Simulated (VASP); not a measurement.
# Lattice vibrations of CdGeAs2, part 2 of 5

How does the lattice of CdGeAs2 vibrate? The start is a computed cell from the Materials Project.

VASP 6.6.1; PBEsol; plane waves and PAW (Cd, As, Ge).

So far. Step 2 (Relax the host): The run ended after 5 ionic steps, 0.014 eV below its first step, once forces and stress met EDIFFG = -0.02. The relaxed cell has a = 5.958, c = 11.306 Å (conventional setting).

### 3. Tight relaxation

Force constants are second derivatives, so residual forces and stress must first be far smaller than in an ordinary relaxation. Mesh and cutoff differ from the relaxation before, which can move the cell too.

Input file INCAR:

```
SYSTEM = CdGeAs2
PREC = Accurate
ENCUT = 350
EDIFF = 1E-08
NELM = 120
ISMEAR = 0
SIGMA = 0.05
LREAL = .FALSE.
ALGO = Fast
GGA = PS
NBANDS = 34
LORBIT = 11
LWAVE = .FALSE.
LCHARG = .FALSE.
KPAR = 4
IBRION = 1
NSW = 30
ISIF = 3
EDIFFG = -0.002
POTIM = 0.4
```

Input file POSCAR:

```
CdGeAs2
1.0
   -2.9790612036      2.9790612036      5.6531106076
    2.9790612036     -2.9790612036      5.6531106076
    2.9790612036      2.9790612036     -5.6531106076
Cd As Ge
2 4 2
Direct
    0.5000000000      0.5000000000      0.0000000000
    0.2500000000      0.7500000000      0.5000000000
    0.1004140913      0.1250000000      0.4754140913
    0.3750000000      0.8995859087      0.0245859087
    0.6495859087      0.6250000000      0.5245859087
    0.8750000000      0.3504140913      0.9754140913
    0.7500000000      0.2500000000      0.5000000000
    0.0000000000      0.0000000000      0.0000000000
```

Input file KPOINTS:

```
Automatic mesh
0
Gamma
6 6 6
0 0 0
```

The projector-augmented-wave data sets are Cd, As and Ge (PBE family, release 64).

Run with:

```console
> mpirun -np 4 vasp_std
```

What it wrote:

```text
[banner, memory and clock lines left out]
running    4 mpi-ranks, on    1 nodes
 distrk:  each k-point on    1 cores,    4 groups
 distr:  one band on    1 cores,    1 groups

 POSCAR found type information on POSCAR CdAsGe
 POSCAR found :  3 types and       8 ions
 [... a notice as in an earlier step ...]

 LDA part: xc-table for (Slater+PW92), standard interpolation
 POSCAR, INCAR and KPOINTS ok, starting setup
 FFT: planning ... GRIDC
 FFT: planning ... GRID_SOFT
 FFT: planning ... GRID
 WAVECAR not read
 entering main loop
       N       E                     dE             d eps       ncg     rms          rms(c)
DAV:   1     0.224468636930E+03    0.22447E+03   -0.18353E+04  2040   0.974E+02
DAV:   2    -0.203756037043E+02   -0.24484E+03   -0.23846E+03  2356   0.246E+02
DAV:   3    -0.338845814494E+02   -0.13509E+02   -0.13413E+02  2454   0.577E+01
DAV:   4    -0.340262322825E+02   -0.14165E+00   -0.14141E+00  2396   0.560E+00
DAV:   5    -0.340279378617E+02   -0.17056E-02   -0.17046E-02  2462   0.559E-01    0.872E+00
RMM:   6    -0.331630080991E+02    0.86493E+00   -0.19414E+00  2040   0.662E+00    0.707E+00
RMM:   7    -0.330542536505E+02    0.10875E+00   -0.79625E-01  2040   0.274E+00    0.238E+00
RMM:   8    -0.330466226206E+02    0.76310E-02   -0.55423E-02  2040   0.109E+00    0.669E-01
RMM:   9    -0.330460264612E+02    0.59616E-03   -0.94804E-03  2044   0.416E-01    0.253E-01
RMM:  10    -0.330460516171E+02   -0.25156E-04   -0.17348E-03  2064   0.183E-01    0.649E-02
RMM:  11    -0.330461474880E+02   -0.95871E-04   -0.70364E-04  2040   0.949E-02    0.390E-02
RMM:  12    -0.330461156527E+02    0.31835E-04   -0.11006E-04  2052   0.403E-02    0.220E-02
RMM:  13    -0.330461189370E+02   -0.32843E-05   -0.12012E-04  2040   0.310E-02    0.925E-03
RMM:  14    -0.330461147836E+02    0.41534E-05   -0.19655E-05  2040   0.167E-02    0.219E-03
RMM:  15    -0.330461147699E+02    0.13669E-07   -0.34337E-06  2050   0.638E-03    0.923E-04
RMM:  16    -0.330461148256E+02   -0.55690E-07   -0.62818E-07  2072   0.245E-03    0.553E-04
RMM:  17    -0.330461148542E+02   -0.28580E-07   -0.95910E-08  1666   0.996E-04    0.409E-04
RMM:  18    -0.330461148572E+02   -0.29872E-08   -0.16172E-08  1338   0.547E-04
   1 F= -.33046115E+02 E0= -.33046109E+02  d E =-.330461E+02
 BRION: g(F)=  0.226E-05 g(S)=  0.100E-03
 bond charge predicted
       N       E                     dE             d eps       ncg     rms          rms(c)
DAV:   1    -0.330462932918E+02   -0.17844E-03   -0.54175E-03  2434   0.430E-01    0.652E-02
RMM:   2    -0.330462268721E+02    0.66420E-04   -0.16578E-04  2040   0.943E-02    0.322E-02
RMM:   3    -0.330462093655E+02    0.17507E-04   -0.22332E-05  2040   0.207E-02    0.178E-02
RMM:   4    -0.330462034026E+02    0.59629E-05   -0.81053E-06  2041   0.128E-02    0.423E-03
RMM:   5    -0.330462033164E+02    0.86214E-07   -0.89799E-07  2051   0.417E-03    0.195E-03
RMM:   6    -0.330462032908E+02    0.25540E-07   -0.18436E-07  2055   0.234E-03    0.509E-04
RMM:   7    -0.330462033135E+02   -0.22686E-07   -0.33969E-08  1452   0.781E-04    0.148E-04
RMM:   8    -0.330462033272E+02   -0.13638E-07   -0.73398E-09  1252   0.403E-04    0.134E-04
RMM:   9    -0.330462033279E+02   -0.76125E-09   -0.19521E-09  1112   0.219E-04
   2 F= -.33046203E+02 E0= -.33046198E+02  d E =-.884707E-04
[...]
3 F= -.33046325E+02 E0= -.33046319E+02  d E =-.121636E-03
[...]
4 F= -.33046349E+02 E0= -.33046343E+02  d E =-.245259E-04
[...]
5 F= -.33046351E+02 E0= -.33046344E+02  d E =-.131320E-05
 BRION: g(F)=  0.702E-06 g(S)=  0.199E-07 retain N=  1 mean eig= 3.03
 eig:   3.030
 bond charge predicted
       N       E                     dE             d eps       ncg     rms          rms(c)
DAV:   1    -0.330463513092E+02   -0.50619E-06   -0.15461E-05  2172   0.162E-02    0.149E-03
RMM:   2    -0.330463513349E+02   -0.25715E-07   -0.88098E-07  2040   0.386E-03    0.103E-03
RMM:   3    -0.330463513454E+02   -0.10540E-07   -0.10440E-07  1717   0.125E-03    0.579E-04
RMM:   4    -0.330463513535E+02   -0.80754E-08   -0.17198E-08  1338   0.517E-04
   6 F= -.33046351E+02 E0= -.33046345E+02  d E =-.550318E-06
 BRION: g(F)=  0.250E-06 g(S)=  0.271E-07 retain N=  1 mean eig= 0.28
 eig:   0.282
 reached required accuracy - stopping structural energy minimisation
```

The job ended after 97 s (4 MPI ranks of Intel Xeon 6975P-C (Granite Rapids), shared host; peak memory 1.6 GiB).

OUTCAR, selected parts (step 3):

```text
  LATTYP: Found a body centered tetragonal cell.
 ALAT       =     5.9581224072
 C/A-ratio  =     1.8976147925

 Found     30 irreducible k-points:

   k-points           NKPTS =     30   k-points in BZ     NKDIM =     30   number of bands    NBANDS=     34

   ENCUT  =  350.0 eV  25.72 Ry    5.07 a.u.  10.75 10.75 10.75*2*pi/ulx,y,z

   NELECT =      52.0000    total number of electrons

 E-fermi :   2.6281

 k-point     1 :       0.0000    0.0000    0.0000
  band No.  band energies     occupation
    ...
     22       0.4254      2.00000
     23       0.4254      2.00000
     24       2.3788      2.00000
     25       2.5077      1.99934
     26       2.5077      1.99934
     27       2.7159      0.01303
     28       3.8567      0.00000
     29       4.2820      0.00000
     30       5.4750      0.00000
     31       5.4750      0.00000
    ...

 k-point     2 :       0.1667    0.0000   -0.0000
  band No.  band energies     occupation
    ...
     22       0.4022      2.00000
     23       0.5543      2.00000
     24       1.0497      2.00000
     25       2.1709      2.00000
     26       2.5156      1.99854
     27       3.6438      0.00000
     28       4.2934      0.00000
     29       4.6919      0.00000
     30       5.1881      0.00000
     31       5.5255      0.00000
    ...

  Total       -0.0011530     -0.0011530      0.0017231      0.0000000     -0.0000000      0.0000000
  in kB       -0.0092012     -0.0092012      0.0137509      0.0000000     -0.0000000      0.0000000
  external PRESSURE =      -0.0015505 kB  Pullay stress =       0.0000000 kB

  energy-cutoff  :      350.00
  volume of cell :      200.76
      direct lattice vectors                 reciprocal lattice vectors
    -2.975494876  2.975494876  5.669031084     0.000000000  0.168039274  0.088198493
     2.975494876 -2.975494876  5.669031084     0.168039274  0.000000000  0.088198493
     2.975494876  2.975494876 -5.669031084     0.168039274  0.168039274  0.000000000

 POSITION                                       TOTAL-FORCE (eV/Angst)
 -----------------------------------------------------------------------------------
      0.00000      0.00000      5.66903         0.000000      0.000000     -0.000000
      2.97549      0.00000      2.83452         0.000000     -0.000000      0.000000
      1.48775      1.34142     -1.41726         0.000000      0.001273     -0.000000
      1.63408     -1.48775      7.08629        -0.001273     -0.000000     -0.000000
      1.48775      1.63408      4.25177         0.000000     -0.001273     -0.000000
      1.34142      4.46324      1.41726         0.001273      0.000000     -0.000000
      0.00000      2.97549      2.83452         0.000000      0.000000     -0.000000
     -0.00000      0.00000      0.00000         0.000000      0.000000     -0.000000
 -----------------------------------------------------------------------------------
    total drift:                                0.000001      0.000001      0.000002

  FREE ENERGIE OF THE ION-ELECTRON SYSTEM (eV)
  ---------------------------------------------------
  free  energy   TOTEN  =       -33.0463513535 eV

  energy  without entropy=      -33.0463379574  energy(sigma->0) =      -33.04634466

 total charge
# of ion       s       p       d       tot
------------------------------------------
    1        0.501   0.368   9.491  10.359
    2        0.501   0.368   9.491  10.359
    3        1.235   1.520   0.031   2.786
    4        1.235   1.520   0.031   2.786
    5        1.235   1.520   0.031   2.786
    6        1.235   1.520   0.031   2.786
    7        1.134   1.144   0.087   2.365
    8        1.134   1.144   0.087   2.365
--------------------------------------------------
tot          8.210   9.103  19.280  36.594

[... 4 parts as in an earlier step ...]

[... 7 further parts left out ...]
```

CONTCAR:

```
CdGeAs2
   1.00000000000000
    -2.9754948759024624    2.9754948759024624    5.6690310836081093
     2.9754948759024624   -2.9754948759024624    5.6690310836081093
     2.9754948759024624    2.9754948759024624   -5.6690310836081093
  Cd              As              Ge
     2     4     2
Direct
     0.5000000000000000    0.5000000000000000    0.0000000000000000
     0.2500000000000000    0.7500000000000000    0.5000000000000000
     0.1004108499772190    0.1250000000000000    0.4754108499772189
     0.3750000000000000    0.8995891500227811    0.0245891500227810
     0.6495891500227811    0.6250000000000000    0.5245891500227811
     0.8750000000000000    0.3504108499772189    0.9754108499772189
     0.7500000000000000    0.2500000000000000    0.5000000000000000
     0.0000000000000000   -0.0000000000000000    0.0000000000000000
```

The steps of the relaxation:

```
step  energy less that of the first step (eV)  largest force (eV/Å)  pressure (GPa)  volume (Å³)
   1                                   0.0000                0.0038            0.02       200.68
   2                                  -0.0001                0.0016            0.00       200.74
   3                                  -0.0002                0.0026            0.00       200.75
   4                                  -0.0002                0.0034            0.00       200.77
   5                                  -0.0002                0.0021            0.00       200.77
   6                                  -0.0002                0.0013            0.00       200.76
```

```
conventional cell, symmetrised  before   after  change
                         a (Å)   5.958   5.951  -0.1 %
                         b (Å)   5.958   5.951  -0.1 %
                         c (Å)  11.306  11.338  +0.3 %
              volume (Å³/atom)   25.09   25.10  +0.0 %
```

The relaxed structure:

```cif
data_structure
_symmetry_space_group_name_H-M 'P 1'
_symmetry_Int_Tables_number 1
_cell_length_a 7.0601
_cell_length_b 7.0601
_cell_length_c 7.0601
_cell_angle_alpha 130.147
_cell_angle_beta 130.147
_cell_angle_gamma 73.171
_cell_volume 200.76
loop_
_atom_site_label
_atom_site_type_symbol
_atom_site_fract_x
_atom_site_fract_y
_atom_site_fract_z
_atom_site_occupancy
Cd1 Cd 0.50000 0.50000 0.00000 1
Cd2 Cd 0.25000 0.75000 0.50000 1
As3 As 0.10041 0.12500 0.47541 1
As4 As 0.37500 0.89959 0.02459 1
As5 As 0.64959 0.62500 0.52459 1
As6 As 0.87500 0.35041 0.97541 1
Ge7 Ge 0.75000 0.25000 0.50000 1
Ge8 Ge 0.00000 0.00000 0.00000 1
```

Numbers from this step:

| Item | Value |
| --- | --- |
| electronic cycles | 53 |
| free energy (TOTEN) | -33.05 eV |
| Fermi energy | 2.628 eV |
| pressure | -1.55e-4 GPa |
| gap on the k-mesh | 0.2003 eV |
| least direct gap on the k-mesh | 0.2082 eV |

The run ended after 6 ionic steps, 0.000 eV below its first step, once forces and stress met EDIFFG = -0.002.

[end of part 2 of 5]

[Lines on the potential files, build, host, timing and source positions are cut from VASP's logs without a mark.]

[Logs are printed without paths, hosts, clocks, repeated set-up lines and the standing remarks that a program may print on its own settings, such as how far it seeks lower states.]

[Hosts, paths, dates, database ids (printed as entryN), source tags and the programs' standing remarks are cut or masked in the printed files.]

[Runs that stopped without an error message from VASP are left out.]
